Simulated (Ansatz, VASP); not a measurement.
## Pt (zigzag Pt chain) in two plane-wave programs

Wanted: the spread between two codes on one cell, functional and k mesh. The cell is taken from a series of runs on this material, whose earlier steps may have relaxed, scaled, displaced or heated it; both programs get it as it stands.

Main program and level: Ansatz 0.2.0; plane waves, with VASP 6.6.1 beside it; relaxation of the atoms at PBE.

## (1) The structure

The cell holds 2 atoms: 2 Pt. Cell: a = 9.000 Å, b = 7.500 Å, c = 5.537 Å, α = 90.0°, β = 90.0°, γ = 90.0°. Vacuum lies along a and b. The structure's axis is c.

## (2) Ansatz: relaxation of the atoms, PBE

Ansatz runs on its default PAW (the set named soft_2) files.

A relaxation sums small force errors into a geometry.

input.yaml reads:

```yaml
crystal:
  lattice:
    - [9.0, 0.0, 0.0]
    - [0.0, 7.5, 0.0]
    - [0.0, 0.0, 5.5365168012]
  atoms:
    - { symbol: Pt, position: [0.443957472, 0.5, 0.0], spin: 0.6 }
    - { symbol: Pt, position: [0.556042528, 0.5, 0.5], spin: 0.6 }
magnetization:
  spin_polarized: true
kpoints:
  mp_grid: { grid: [1, 1, 15] }
scf:
  occupations: { method: fermi_dirac, width: 0.05 }
hamiltonian:
  xc: pbe
relax:
  max_steps: 40
```

Launch:

```console
$ ansatz run input.yaml --threads 4 --pin off --max-ram 8192MiB --backend cpu --events-out ev --progress --plain --runs-dir out
```

Numbers of over 12 decimals in the logs are rounded to 6 here.

What it wrote:

```text
Engine: ansatz 0.2.0, x86_64-unknown-linux-gnu
Pseudopotentials: kind: paw
Pseudopotential: Pt, paw, valence charge 18, recommended cutoff 420 eV (normal), Pt.paw.azcp
Functional definition: PBE
  parameter kappa = 0.804
  parameter beta = 0.066725
  exchange = pbe_x(kappa = kappa, mu = beta*pi^2/3)
  correlation = pbe_c(beta = beta)
Crystal: 2 atoms, lattice volume = 373.715 Å³
Basis set: ecut = 420 eV, 7349 PW (Γ), exchange–correlation on 128×108×80 points (8 copies of the dense FFT grid, shifted against one another)
Bands: 23, of which v1, the nominal top of the filled ones, is band 18 counted from 1 (17 counted from 0)
Symmetry: 8 space group operations
Space group: Pmma (ITA 51), of the structure as read, at distance tolerance 7.2e-5 Å
Magnetic group: BNS 51.289 (UNI 387), of the structure as read, at distance tolerance 7.2e-5 Å
k-points: 8 of 15
Non-local potential: Pt, projectors of the file, l = 0: 3, l = 1: 2, l = 2: 2, l = 3: 1
PAW form: soft (Blöchl's): semilocal exchange-correlation on the pseudo side does not see the compensation charge
PAW one-centre angular grid: Pt, 590 points (default); XC on 64 Gauss nodes
Initial density: superposition of atomic densities (neutral atoms: chi_scale 0, normalization atom)
Starting moments: Σ|m| = 1.2 μB on 2 of 2 sites
Initial wavefunctions: pseudopotential atomic-orbital guess
Functional: x = pbe(κ = 0.804, μ = 0.219515), c = pbe(β = 0.066725)
iter 1 solved again at ethr=2.18e-3 eV; its pass at ethr=3.10e-3 eV (dr2=7.84e-1 eV) is discarded
SCF iter   1: F=—  HF=-25038.641627 eV  |F-HF|=—  |Δ(HF+E_count)|=         —  Δρ=9.54e-3 (↑6.93e-3 ↓9.54e-3)  dr2=7.98e-1  dr2_m=4.62e-2  M=1.455 μB ∫|m|=1.456 μB  β_m=0.30  ethr=2.18e-3  ⟨swp⟩=1.0  Hψ=2078  notcnv=0
Mixer restart at iter 1: flushing history
preconditioner: auto → LDOS  [metal: Δε(μ)=0.010 eV  Ē_g=4.374 eV  σ=0.050 eV  W_gap=0.05  n_scr=42 (ndim 8)  ℏωp=8.6 eV  f_vac=0.733  D(μ)=12.29/eV (n_scr^D=86)]
spin=Collinear: LDOS preconditioning applied to the charge; magnetization (m = ρ↑ − ρ↓) channel mixes plain (no charge-response kernel on spin).
SCF iter   2: F=—  HF=-25038.674893 eV  |F-HF|=—  |Δ(HF+E_count)|=   3.33e-2  Δρ=6.33e-3 (↑4.11e-3 ↓6.33e-3)  dr2=2.51e-1  dr2_m=3.31e-2  M=1.555 μB ∫|m|=1.555 μB  β_m=0.51  ethr=2.18e-3  ⟨swp⟩=2.1  Hψ=450  notcnv=0
SCF iter   3: F=—  HF=-25038.850263 eV  |F-HF|=—  |Δ(HF+E_count)|=         —  Δρ=3.68e-3 (↑3.59e-3 ↓3.68e-3)  dr2=9.23e-3  dr2_m=4.22e-2  M=1.946 μB ∫|m|=1.952 μB  β_m=0.51  ethr=6.96e-4  ⟨swp⟩=2.2  Hψ=608  notcnv=0
Mixer restart at iter 3: flushing history
SCF iter   4: F=—  HF=-25038.855733 eV  |F-HF|=—  |Δ(HF+E_count)|=   5.47e-3  Δρ=2.23e-3 (↑1.94e-3 ↓2.23e-3)  dr2=3.35e-3  dr2_m=1.38e-2  M=1.964 μB ∫|m|=1.975 μB  β_m=0.75  ethr=2.56e-5  ⟨swp⟩=2.1  Hψ=743  notcnv=0
SCF iter   5: F=—  HF=-25038.861716 eV  |F-HF|=—  |Δ(HF+E_count)|=   5.98e-3  Δρ=2.94e-4 (↑2.94e-4 ↓2.59e-4)  dr2=7.79e-4  dr2_m=9.11e-5  M=1.985 μB ∫|m|=2.008 μB  β_m=0.71  ethr=9.29e-6  ⟨swp⟩=2.1  Hψ=717  notcnv=0
SCF iter   6: F=—  HF=-25038.861661 eV  |F-HF|=—  |Δ(HF+E_count)|=   5.46e-5  Δρ=1.31e-4 (↑8.25e-5 ↓1.31e-4)  dr2=5.03e-5  dr2_m=2.98e-5  M=1.985 μB ∫|m|=2.010 μB  β_m=0.85  ethr=2.17e-6  ⟨swp⟩=2.1  Hψ=596  notcnv=0
SCF iter   7: F=—  HF=-25038.861742 eV  |F-HF|=—  |Δ(HF+E_count)|=   8.07e-5  Δρ=6.46e-5 (↑1.98e-5 ↓6.46e-5)  dr2=8.85e-6  dr2_m=4.18e-6  M=1.985 μB ∫|m|=2.012 μB  β_m=0.88  ethr=1.40e-7  ⟨swp⟩=2.0  Hψ=598  notcnv=0
SCF iter   8: F=—  HF=-25038.861748 eV  |F-HF|=—  |Δ(HF+E_count)|=   5.75e-6  Δρ=1.29e-5 (↑7.64e-6 ↓1.29e-5)  dr2=7.50e-7  dr2_m=1.70e-7  M=1.985 μB ∫|m|=2.012 μB  β_m=0.92  ethr=2.46e-8  ⟨swp⟩=2.2  Hψ=614  notcnv=0
SCF iter   9: F=—  HF=-25038.861748 eV  |F-HF|=—  |Δ(HF+E_count)|=   1.88e-7  Δρ=1.28e-5 (↑2.31e-6 ↓1.28e-5)  dr2=4.63e-7  dr2_m=1.41e-7  M=1.985 μB ∫|m|=2.012 μB  β_m=0.91  ethr=2.08e-9  ⟨swp⟩=2.0  Hψ=1233  notcnv=0
SCF iter  10: F=-25038.861748 eV  HF=-25038.861748 eV  |F-HF|=3.05e-8  |Δ(HF+E_count)|=   5.81e-9  Δρ=4.95e-6 (↑1.45e-6 ↓4.95e-6)  dr2=7.11e-8  dr2_m=1.99e-8  M=1.985 μB ∫|m|=2.012 μB  ethr=1.29e-9  ⟨swp⟩=3.0  Hψ=957  notcnv=0
SCF 1 converged in 10 iterations: F = -25038.861748 eV  dr2 = 7.11e-8
  greatest PAW one-centre occupation: 1.000 electrons in one spin orbital (limit 2), on the Pt atom at site 1 (counted from 0), in its partial waves of l = 0
relax step   1: F+E_penalty+E_count = -25038.86174788 eV  Δ(F+E_penalty+E_count) = +0.000e0 eV  max|allowed force component| = 1.263e0 eV/Å  Δτ_max = 0.0000 Å  (10 SCF iters, dr2 threshold 2.50e-6 eV, accepted)
[...]
relax step   3: F+E_penalty+E_count = -25039.32173555 eV  Δ(F+E_penalty+E_count) = -1.061e-1 eV  max|allowed force component| = 1.480e-1 eV/Å  Δτ_max = 0.1656 Å  (8 SCF iters, dr2 threshold 1.70e-5 eV, accepted)
[...]
relax step   4: F+E_penalty+E_count = -25039.34127292 eV  Δ(F+E_penalty+E_count) = -1.954e-2 eV  max|allowed force component| = 1.547e-2 eV/Å  Δτ_max = 0.1342 Å  (8 SCF iters, dr2 threshold 1.76e-6 eV, accepted)
[...]
relax step   5: F+E_penalty+E_count = -25039.34133687 eV  Δ(F+E_penalty+E_count) = -6.395e-5 eV  max|allowed force component| = 1.192e-2 eV/Å  Δτ_max = 0.0167 Å  (7 SCF iters, accepted)
[...]
relax step   6: F+E_penalty+E_count = -25039.34142376 eV  Δ(F+E_penalty+E_count) = -8.688e-5 eV  max|allowed force component| = 1.487e-4 eV/Å  Δτ_max = 0.0071 Å  (6 SCF iters, accepted)
SCF converged after 6 iterations
Magnetization: 2.4010 μB (19.2005 up, 16.7995 down)
Absolute magnetization: 2.4021 μB (∫|ρ↑−ρ↓|, with the PAW one-centre terms)
Spin contamination: 0.0038 ħ² per cell (⟨S²⟩ above its minimum at these occupations)
Per-site moments (μB) at R_I (Å): [(1.023978, 1.141907), (1.023978, 1.141907)]
Free energy (F): -25039.341424 eV
Harris-Foulkes:  -25039.341424 eV  (|F-HF|=1.01e-9)
Internal energy: -25039.271648 eV  (E = F + TS)
E sigma→0 (E₀):  -25039.306536 eV
Entropy (-TS):   -0.069776 eV (-34.888 meV/atom)
Fermi energy:    -3.858632 eV
--- Per-component energies (eV) ---
  E_band       = -1157.367333
  E_kinetic    = 1267.294960
  E_local      = -10709.770070  (includes V_loc(G=0)·N_el)
  E_nonlocal   = 406.280212
  E_hartree    = 4526.093334
  E_xc         = -513.881742
  E_vxc        = -591.871062  (∫ρ·V_xc dr)
  E_paw        = -18910.570142  (= ΣΔE_a)
  E_vpaw       = -581.489150  (= ΣTr[D̂ρ^β])
  E_aug_tail   = 0.000398  (compensation charges beyond the density's cutoff)
  E_ewald      = -1104.718597
  E_smearing   = -0.069776  (= −TS)
  E_closure    = -0.000000  (closes the sum)
  Σ components = -25039.341424   (vs F -25039.341424, Δ=0.00e0)
--- Forces (eV/Å), atoms counted from 1 ---
  atom   1  Pt    -0.00014871     0.00000000     0.00000000
  atom   2  Pt     0.00014871     0.00000000     0.00000000
  max |Σ_I F_I| component: 5.42e-20 eV/Å
--- Relaxed structure (6 steps of the walk, 6 accepted, 0 SCFs on fresh bases) ---
  F+E_penalty+E_count = -25039.34142376 eV   max|allowed force component| = 1.487e-4 eV/Å
  atoms:
    - { symbol: Pt, position: [0.500010, 0.5, 0.0] }
    - { symbol: Pt, position: [0.499990, 0.5, 0.5] }
```

## (3) VASP: relaxation of the atoms, PBE

The same cell, functional, mesh and smearing now go to VASP, with its own data sets.

Lines of VASP's logs that name or quote its potential files are left out, and so is its time.

INCAR reads:

```
SYSTEM = Pt
PREC = Accurate
ENCUT = 450
EDIFF = 1E-07
NELM = 200
ISMEAR = -1
SIGMA = 0.05
LREAL = .FALSE.
ALGO = Normal
GGA = PE
NBANDS = 19
ISPIN = 2
MAGMOM = 1.02 1.02
LASPH = .TRUE.
LMAXMIX = 4
LORBIT = 11
LWAVE = .FALSE.
LCHARG = .FALSE.
ISIF = 2
IBRION = 2
NSW = 80
EDIFFG = -0.01
GGA_COMPAT = .FALSE.
NELMIN = 4
KPAR = 2
```

POSCAR reads:

```
Pt
1.0
    9.0000000000      0.0000000000      0.0000000000
    0.0000000000      7.5000000000      0.0000000000
    0.0000000000      0.0000000000      5.5365168012
Pt
2
Direct
    0.4439574444      0.5000000000      0.0000000000
    0.5560425556      0.5000000000      0.5000000000
```

KPOINTS reads:

```
Automatic mesh
0
Gamma
1 1 15
0 0 0
```

PAW data sets: Pt (PBE family, release 64).

Launch:

```console
$ mpirun -np 2 vasp_std
```

What it wrote:

```text
[banner, memory and clock lines left out]
running    2 mpi-ranks, on    1 nodes
 distrk:  each k-point on    1 cores,    2 groups
 distr:  one band on    1 cores,    1 groups

 POSCAR found type information on POSCAR Pt
 POSCAR found :  1 types and       2 ions
 LDA part: xc-table for (Slater+PW92), standard interpolation
 POSCAR, INCAR and KPOINTS ok, starting setup
 FFT: planning ... GRIDC
 FFT: planning ... GRID_SOFT
 FFT: planning ... GRID
 WAVECAR not read
 entering main loop
       N       E                     dE             d eps       ncg     rms          rms(c)
DAV:   1     0.112613552157E+03    0.11261E+03   -0.49716E+03   608   0.621E+02
DAV:   2     0.764009645959E+01   -0.10497E+03   -0.89997E+02  1034   0.999E+01
DAV:   3    -0.520531972824E+01   -0.12845E+02   -0.12216E+02   682   0.440E+01
DAV:   4    -0.536268541828E+01   -0.15737E+00   -0.15700E+00   671   0.568E+00
DAV:   5    -0.536583926126E+01   -0.31538E-02   -0.31536E-02   696   0.875E-01    0.460E+00
DAV:   6    -0.503542144149E+01    0.33042E+00   -0.17315E+00   635   0.657E+00    0.280E+00
DAV:   7    -0.503369165308E+01    0.17298E-02   -0.50512E-02   620   0.136E+00    0.148E+00
DAV:   8    -0.503053917361E+01    0.31525E-02   -0.16557E-02   629   0.703E-01    0.731E-01
DAV:   9    -0.503623843400E+01   -0.56993E-02   -0.26168E-03   620   0.302E-01    0.502E-01
DAV:  10    -0.503653938250E+01   -0.30095E-03   -0.10310E-03   629   0.206E-01    0.385E-01
DAV:  11    -0.503576074708E+01    0.77864E-03   -0.20787E-03   629   0.270E-01    0.189E-01
DAV:  12    -0.503601477346E+01   -0.25403E-03   -0.63220E-04   632   0.162E-01    0.839E-02
DAV:  13    -0.503605701749E+01   -0.42244E-04   -0.14842E-04   629   0.819E-02    0.243E-02
DAV:  14    -0.503611251769E+01   -0.55500E-04   -0.20953E-05   641   0.306E-02    0.115E-02
[...]
DAV:  18    -0.503623459487E+01   -0.10242E-04   -0.49174E-06   623   0.146E-02    0.180E-03
DAV:  19    -0.503623865666E+01   -0.40618E-05   -0.54686E-06   626   0.160E-02    0.874E-04
DAV:  20    -0.503623887952E+01   -0.22286E-06   -0.25835E-06   626   0.111E-02    0.754E-04
DAV:  21    -0.503623979807E+01   -0.91855E-06   -0.15786E-06   617   0.867E-03    0.357E-04
DAV:  22    -0.503623989505E+01   -0.96977E-07   -0.13646E-06   617   0.811E-03    0.227E-04
DAV:  23    -0.503623974126E+01    0.15379E-06   -0.48749E-07   623   0.482E-03    0.169E-04
DAV:  24    -0.503623986941E+01   -0.12815E-06   -0.25701E-07   615   0.343E-03    0.740E-05
DAV:  25    -0.503623980589E+01    0.63522E-07   -0.13609E-07   628   0.249E-03
   1 F= -.50362398E+01 E0= -.49965316E+01  d E =-.503624E+01  mag=     1.9859
[...]
2 F= -.51747479E+01 E0= -.51389992E+01  d E =-.138508E+00  mag=     2.0222
[...]
3 F= -.54296556E+01 E0= -.53990440E+01  d E =-.393416E+00  mag=     2.2668
[...]
4 F= -.55055469E+01 E0= -.54703659E+01  d E =-.469307E+00  mag=     2.3828
[...]
5 F= -.55138819E+01 E0= -.54778111E+01  d E =-.477642E+00  mag=     2.4051
 curvature:  -7.66 expect dE=-0.498E-03 dE for cont linesearch -0.498E-03
 ZBRENT: interpolating
 opt :   8.3702  next Energy=    -5.514552 (dE=-0.478E+00)
 bond charge predicted
       N       E                     dE             d eps       ncg     rms          rms(c)
DAV:   1    -0.550570917513E+01    0.81727E-02   -0.67695E+00   620   0.121E+01    0.282E-01
DAV:   2    -0.551515099756E+01   -0.94418E-02   -0.88173E-02   647   0.182E+00    0.171E-01
DAV:   3    -0.551496377980E+01    0.18722E-03   -0.26202E-03   634   0.303E-01    0.113E-01
DAV:   4    -0.551463036249E+01    0.33342E-03   -0.58602E-04   641   0.114E-01    0.567E-02
DAV:   5    -0.551457776833E+01    0.52594E-04   -0.32547E-04   635   0.798E-02    0.168E-02
DAV:   6    -0.551458603145E+01   -0.82631E-05   -0.10602E-05   657   0.204E-02    0.105E-02
DAV:   7    -0.551458739061E+01   -0.13592E-05   -0.19674E-06   617   0.907E-03    0.657E-03
DAV:   8    -0.551458708348E+01    0.30712E-06   -0.26312E-06   638   0.829E-03    0.338E-03
DAV:   9    -0.551458722945E+01   -0.14596E-06   -0.49215E-07   611   0.457E-03    0.251E-03
DAV:  10    -0.551458724953E+01   -0.20079E-07   -0.22212E-07   600   0.312E-03
   6 F= -.55145872E+01 E0= -.54786798E+01  d E =-.478347E+00  mag=     2.4098
 curvature: -10.29 expect dE=-0.874E-06 dE for cont linesearch -0.874E-06
 trial: gam= 0.00000 g(F)=  0.850E-07 g(S)=  0.000E+00 ort =-0.113E-03 (trialstep = 0.247E+01)
 search vector abs. value=  0.851E-07
 reached required accuracy - stopping structural energy minimisation
```

Parts of OUTCAR (step 3):

```text
ion  position               nearest neighbor table
   1  0.444  0.500  0.000-   2 2.95   2 2.95
   2  0.556  0.500  0.500-   1 2.95   1 2.95

  LATTYP: Found a simple orthorhombic cell.
 ALAT       =     5.5365168012
 B/A-ratio  =     1.3546423264
 C/A-ratio  =     1.6255707917

 Subroutine GETGRP returns: Found  8 space group operations
 (whereof  4 operations were pure point group operations)

The static configuration has the point symmetry C_2v.
 The point group associated with its full space group is D_2h.

 Found      8 irreducible k-points:

   k-points           NKPTS =      8   k-points in BZ     NKDIM =      8   number of bands    NBANDS=     19

   dimension x,y,z NGX =    64 NGY =   54 NGZ =   40
   dimension x,y,z NGXF=   128 NGYF=  108 NGZF=   80

   ENCUT  =  450.0 eV  33.07 Ry    5.75 a.u.  15.57 12.97  9.58*2*pi/ulx,y,z

   NELECT =      20.0000    total number of electrons

 k-points in reciprocal lattice and weights: Automatic mesh
   0.00000000  0.00000000  0.00000000       0.067
   0.00000000  0.00000000  0.06666667       0.133
   0.00000000  0.00000000  0.13333333       0.133
   0.00000000  0.00000000  0.20000000       0.133
   0.00000000  0.00000000  0.26666667       0.133
   0.00000000  0.00000000  0.33333333       0.133
   0.00000000  0.00000000  0.40000000       0.133
   0.00000000  0.00000000  0.46666667       0.133

 average (electrostatic) potential at core
       1 -77.1895       2 -77.1895

 E-fermi :  -4.8447

 spin component 1
 k-point     1 :       0.0000    0.0000    0.0000
  band No.  band energies     occupation
    ...
      7      -5.5222      1.00000
      8      -5.5186      1.00000
      9      -5.1762      0.99868
     10      -5.0308      0.97638
     11      -5.0298      0.97591
     12      -0.9637      0.00000
     13      -0.7839      0.00000
     14      -0.7644      0.00000
     15       0.3205      0.00000
     16       0.8395      0.00000
    ...

 k-point     2 :       0.0000    0.0000    0.0667
  band No.  band energies     occupation
    ...
      7      -5.5272      1.00000
      8      -5.5237      1.00000
      9      -5.1947      0.99909
     10      -5.0677      0.98858
     11      -5.0666      0.98832
     12      -1.3084      0.00000
     13      -0.9219      0.00000
     14      -0.7407      0.00000
     15       0.8604      0.00000
     16       0.8925      0.00000
    ...

 k-point     3 :       0.0000    0.0000    0.1333
  band No.  band energies     occupation
    ...
      7      -5.5421      1.00000
      8      -5.5386      1.00000
      9      -5.2512      0.99971
     10      -5.1732      0.99860
     11      -5.1719      0.99856
     12      -2.1459      0.00000
     13      -0.8011      0.00000
     14      -0.6156      0.00000
     15       0.9229      0.00000
     16       1.8167      0.00000
    ...

 k-point     4 :       0.0000    0.0000    0.2000
  band No.  band energies     occupation
    ...
      7      -5.5659      1.00000
      8      -5.5625      1.00000
      9      -5.3498      0.99996
     10      -5.3337      0.99994
     11      -5.3323      0.99994
     12      -2.9731      0.00000
     13      -0.6120      0.00000
     14      -0.4195      0.00000
     15       1.0271      0.00000
     16       2.2464      0.00000
    ...

 k-point     5 :       0.0000    0.0000    0.2667
  band No.  band energies     occupation
    ...
      7      -5.5977      1.00000
      8      -5.5944      1.00000
      9      -5.5332      1.00000
     10      -5.5312      1.00000
     11      -5.5019      1.00000
     12      -3.7354      0.00000
     13      -0.3670      0.00000
     14      -0.1656      0.00000
     15       1.1731      0.00000
     16       2.2998      0.00000
    ...

 k-point     6 :       0.0000    0.0000    0.3333
  band No.  band energies     occupation
    ...
      7      -5.7526      1.00000
      8      -5.7381      1.00000
      9      -5.6624      1.00000
     10      -5.6357      1.00000
     11      -5.6326      1.00000
     12      -4.3839      0.00010
     13      -0.0771      0.00000
     14       0.1345      0.00000
     15       1.3610      0.00000
     16       1.8466      0.00000
    ...

  Total       -0.0347601     -0.1960896    -11.7997625      0.0000000      0.0000000      0.0000000
  in kB       -0.1490222     -0.8406683    -50.5875273      0.0000000      0.0000000      0.0000000
  external PRESSURE =     -17.1924059 kB  Pullay stress =       0.0000000 kB

  energy-cutoff  :      450.00
  volume of cell :      373.71
      direct lattice vectors                 reciprocal lattice vectors
     9.000000000  0.000000000  0.000000000     0.111111111  0.000000000  0.000000000
     0.000000000  7.500000000  0.000000000     0.000000000  0.133333333  0.000000000
     0.000000000  0.000000000  5.536516801     0.000000000  0.000000000  0.180618977

 POSITION                                       TOTAL-FORCE (eV/Angst)
 -----------------------------------------------------------------------------------
      4.50101      3.75000      0.00000        -0.000938      0.000000      0.000000
      4.49899      3.75000      2.76826         0.000938      0.000000      0.000000
 -----------------------------------------------------------------------------------
    total drift:                                0.000000     -0.000000      0.000000

  FREE ENERGIE OF THE ION-ELECTRON SYSTEM (eV)
  ---------------------------------------------------
  free  energy   TOTEN  =        -5.5145872495 eV

  energy  without entropy=       -5.4427723694  energy(sigma->0) =       -5.47867981

 reached required accuracy - stopping structural energy minimisation

 total charge
# of ion       s       p       d       tot
------------------------------------------
    1        0.625   0.093   7.973   8.692
    2        0.625   0.093   7.973   8.692
--------------------------------------------------
tot          1.250   0.187  15.947  17.384

 magnetization (x)
# of ion       s       p       d       tot
------------------------------------------
    1        0.090   0.004   1.015   1.109
    2        0.090   0.004   1.015   1.109
--------------------------------------------------
tot          0.179   0.009   2.030   2.218

[... 6 further parts left out ...]
```

CONTCAR:

```
Pt
   1.00000000000000
     9.0000000000000000    0.0000000000000000    0.0000000000000000
     0.0000000000000000    7.5000000000000000    0.0000000000000000
     0.0000000000000000    0.0000000000000000    5.5365168012000003
  Pt
     2
Direct
     0.5001117963660690    0.5000000000000000    0.0000000000000000
     0.4998882036339312    0.5000000000000000    0.5000000000000000
```

The run keeps the 8 symmetry operations of its start, so it cannot find a distortion of lower symmetry.

## (4) Side by side

Known differences besides the potentials themselves: VASP starts from the moments at which Ansatz ended; the data sets hold 36 valence electrons in Ansatz (on its default PAW (the set named soft_2) files) and 20 in VASP; the cutoff is 420 eV in Ansatz and 450 eV in VASP; site moments are counted in spheres of each program's own size. Total energies have different zeros and are not compared.

The two programs side by side:

| quantity | Ansatz | VASP | difference |
| --- | --- | --- | --- |
| volume (Å³) | 373.71 | 373.71 | +0.00 % |
| edge a after relaxation, in the typed setting (Å) | 9.000 | 9.000 | +0.00 % |
| edge b after relaxation, in the typed setting (Å) | 7.500 | 7.500 | +0.00 % |
| edge c after relaxation, in the typed setting (Å) | 5.537 | 5.537 | +0.00 % |
| total moment (μB) | 2.40 | 2.41 | -0.01 |
| moment on Pt1 (μB) | 1.02 | 1.11 | -0.08 |
| moment on Pt2 (μB) | 1.02 | 1.11 | -0.08 |

## (5) What came out

```json
{
  "difference in total moment (relaxation of the atoms, PBE)": "-0.0089 μB"
}
```

The difference in total moment is -0.0089 μB (relaxation of the atoms, PBE). The data sets hold unlike numbers of valence electrons (36 in Ansatz and 20 in VASP), so part of the differences comes from the potentials. 1 further run of this series is not shown here. Such differences can come from data sets, numerical settings and the points named under the comparisons, not from the functional's error against experiment.

[Lines on the potential files, build, host, timing and source positions are cut from VASP's logs without a mark.]

[Logs are printed without paths, hosts, clocks, repeated set-up lines and the standing remarks that a program may print on its own settings, such as how far it seeks lower states.]

[Hosts, paths, dates, database ids (printed as entryN), source tags and the programs' standing remarks are cut or masked in the printed files.]
